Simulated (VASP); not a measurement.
Output of a VASP run:

File OUTCAR:
```
 ion  position               nearest neighbor table
   1  0.474  0.500  0.330-
   2  0.834  0.000  0.386-
   3  0.167  0.500  0.443-
   4  0.500  0.000  0.500-
   5  0.833  0.500  0.557-
   6  0.166  0.000  0.614-
   7  0.526  0.500  0.670-
  LATTYP: Found a simple orthorhombic cell.
 ALAT       =     3.0025223692
 B/A-ratio  =     1.6329928677
 C/A-ratio  =     8.2627270980
 Subroutine PRICEL returns:
 Original cell was already a primitive cell.
 Subroutine GETGRP returns: Found  4 space group operations
The static configuration has the point symmetry C_2h.
The dynamic configuration has the point symmetry C_2h.
 Subroutine INISYM returns: Found  4 space group operations
 Subroutine IBZKPT returns following result:
 Found     20 irreducible k-points:

 Following reciprocal coordinates:
            Coordinates               Weight
  0.000000  0.000000  0.000000      1.000000
  0.111111  0.000000  0.000000      2.000000
  0.222222  0.000000  0.000000      2.000000
  0.333333  0.000000  0.000000      2.000000
  0.444444  0.000000  0.000000      2.000000
  0.000000  0.166667  0.000000      2.000000
  0.111111  0.166667  0.000000      4.000000
  0.222222  0.166667  0.000000      4.000000
  0.333333  0.166667  0.000000      4.000000
  0.444444  0.166667  0.000000      4.000000
  0.000000  0.333333  0.000000      2.000000
  0.111111  0.333333  0.000000      4.000000
  0.222222  0.333333  0.000000      4.000000
  0.333333  0.333333  0.000000      4.000000
  0.444444  0.333333  0.000000      4.000000
  0.000000  0.500000  0.000000      1.000000
  0.111111  0.500000  0.000000      2.000000
  0.222222  0.500000  0.000000      2.000000
  0.333333  0.500000  0.000000      2.000000
  0.444444  0.500000  0.000000      2.000000
   k-points           NKPTS =     20   k-points in BZ     NKDIM =     20   number of bands    NBANDS=     14
   number of dos      NEDOS =    301   number of ions     NIONS =      7
   total plane-waves  NPLWV =  62720
   dimension x,y,z NGX =    16 NGY =   28 NGZ =  140
   dimension x,y,z NGXF=    32 NGYF=   56 NGZF=  280
   ions per type =               7
   PREC   = normal    normal or accurate (medium, high low for compatibility)
   ISTART =      1    job   : 0-new  1-cont  2-samecut
   ICHARG =      0    charge: 1-file 2-atom 10-const
   ISPIN  =      1    spin polarized calculation?
   LNONCOLLINEAR =      F non collinear calculations
   LSORBIT =      F    spin-orbit coupling
   INIWAV =      1    electr: 0-lowe 1-rand  2-diag
   ENCUT  =  450.0 eV  33.07 Ry    5.75 a.u.   5.19  8.48 42.91*2*pi/ulx,y,z
   NELM   =    100;   NELMIN=  4; NELMDL=  0     # of ELM steps
   EDIFF  = 0.1E-05   stopping-criterion for ELM
   LREAL  =      F    real-space projection
   NLSPLINE    = F    spline interpolate recip. space projectors
   LMAXMIX     =    2 max onsite mixed and CHGCAR
   VOSKOWN=      0    Vosko Wilk Nusair interpolation
   EDIFFG = 0.1E-04   stopping-criterion for IOM
   NSW    =      0    number of steps for IOM
   NBLOCK =      1;   KBLOCK =      1    inner block; outer block
   IBRION =     -1    ionic relax: 0-MD 1-quasi-New 2-CG
   NFREE  =      0    steps in history (QN), initial steepest desc. (CG)
   ISIF   =      2    stress and relaxation
   ISYM   =      2    0-nonsym 1-usesym 2-fastsym
   TEIN   =    0.0    initial temperature
   TEBEG  =    0.0;   TEEND  =   0.0 temperature during run
   SMASS  =  -3.00    Nose mass-parameter (am)
   PSTRESS=    0.0 pullay stress
   NELECT =      21.0000    total number of electrons
   EFERMI =   0.00;   METHOD = LEGACY
   ISMEAR =     1;   SIGMA  =   0.10  broadening in eV -4-tet -1-fermi 0-gaus
   IALGO  =     38    algorithm
   LDIAG  =      T    sub-space diagonalisation (order eigenvalues)
   IMIX   =      4    mixing-type and parameters
...
```

**OSZICAR**
```
       N       E                     dE             d eps       ncg     rms          rms(c)
DAV:   1    -0.156624341072E+02   -0.15662E+02   -0.31753E-05   578   0.447E-02    0.195E-03
DAV:   2    -0.156624680428E+02   -0.33936E-04   -0.85431E-06   464   0.126E-02    0.355E-04
DAV:   3    -0.156624534030E+02    0.14640E-04   -0.68240E-07   406   0.646E-03    0.210E-04
DAV:   4    -0.156624418881E+02    0.11515E-04   -0.59043E-07   418   0.676E-03    0.129E-04
DAV:   5    -0.156624416509E+02    0.23717E-06   -0.59172E-07   394   0.809E-03
   1 F= -.15662442E+02 E0= -.15661606E+02  d E =-.250839E-02
```

### OUTCAR
```
------------------------ aborting loop because EDIFF is reached ----------------------------------------
  FORCE on cell =-STRESS in cart. coord.  units (eV):
  Direction    XX          YY          ZZ          XY          YZ          ZX
  --------------------------------------------------------------------------------------
  Total       -0.9997463     -1.5102576     -1.2476641      0.0000000      0.0000000      0.0010572
  in kB       -4.3856498     -6.6251416     -5.4732063      0.0000000      0.0000000      0.0046378
  external PRESSURE =      -5.4946659 kB  Pullay stress =       0.0000000 kB
  volume of cell :      365.23
      direct lattice vectors                 reciprocal lattice vectors
     3.002522369  0.000000000  0.000000000     0.333053306  0.000000000  0.000000000
     0.000000000  4.903097614  0.000000000     0.000000000  0.203952701  0.000000000
     0.000000000  0.000000000 24.809022942     0.000000000  0.000000000  0.040307915
 POSITION                                       TOTAL-FORCE (eV/Angst)
 -----------------------------------------------------------------------------------
      1.42401      2.45155      8.18655         0.018983      0.000000     -0.010792
      2.50441      0.00000      9.57252        -0.005806      0.000000     -0.000253
      0.50221      2.45155     10.97829         0.018824      0.000000     -0.021209
      1.50126      0.00000     12.40451        -0.000000      0.000000      0.000000
      2.50032      2.45155     13.83074        -0.018824      0.000000      0.021209
      0.49812      0.00000     15.23650         0.005806     -0.000000      0.000253
      1.57852      2.45155     16.62247        -0.018983      0.000000      0.010792
 -----------------------------------------------------------------------------------
    total drift:                                0.000000      0.000000      0.000000
  FREE ENERGIE OF THE ION-ELECTRON SYSTEM (eV)
  ---------------------------------------------------
  free  energy   TOTEN  =       -15.6624416509 eV

  energy  without entropy=      -15.6599332639  energy(sigma->0) =      -15.66160552

 total charge

# of ion       s       p       d       tot
------------------------------------------
    1        2.028   0.012   0.000   2.040
    2        2.028   0.015   0.000   2.043
    3        2.025   0.015   0.000   2.041
    4        2.026   0.015   0.000   2.041
    5        2.025   0.015   0.000   2.041
    6        2.028   0.015   0.000   2.043
    7        2.028   0.012   0.000   2.040
--------------------------------------------------
tot         14.187   0.101   0.000  14.288
```
(Selected blocks of OUTCAR.)

**POSCAR**
```
Li(211) slab
1
    3.0025223692     0.0000000000     0.0000000000
    0.0000000000     4.9030976139     0.0000000000
    0.0000000000     0.0000000000    24.8090229424
Li
7
Direct
  0.4742699814   0.5000000000   0.3299827685
  0.8341008514   0.0000000000   0.3858483715
  0.1672618150   0.5000000000   0.4425118929
  0.5000000000   0.0000000000   0.5000000000
  0.8327381850   0.5000000000   0.5574881071
  0.1658991486   0.0000000000   0.6141516285
  0.5257300186   0.5000000000   0.6700172315
```

Task: Reconstruct the remaining input files.

Result: This is not unique; one that fits is the input of the run itself, r2SCAN meta-GGA, plane waves, VASP's PBE PAW potentials (set 64).

File KPOINTS:
```
Automatic mesh
0
Gamma
9 6 1
0 0 0
```

### INCAR
```
ALGO = Normal
DIPOL = 0.5 0.5 0.5
EDIFF = 1E-6
ENCUT = 450
IDIPOL = 3
ISMEAR = 1
LASPH = .True.
LCHARG = .False.
LDIPOL = .True.
LMIXTAU = .True.
LORBIT = 11
LREAL = .False.
LVHAR = .True.
LWAVE = .False.
METAGGA = R2SCAN
NELM = 100
NELMIN = 4
PREC = Normal
SIGMA = 0.1
SYSTEM = Li(211) slab
```

POTCAR, in this order: Li_sv (PBE.64 set). Program: vasp_std. Read from the step before: WAVECAR.

At this cut-off the stress carries a Pulay error, which pulls relaxed volumes low.

The cell is a thin slab with vacuum, built from Li (bcc): (211) face.
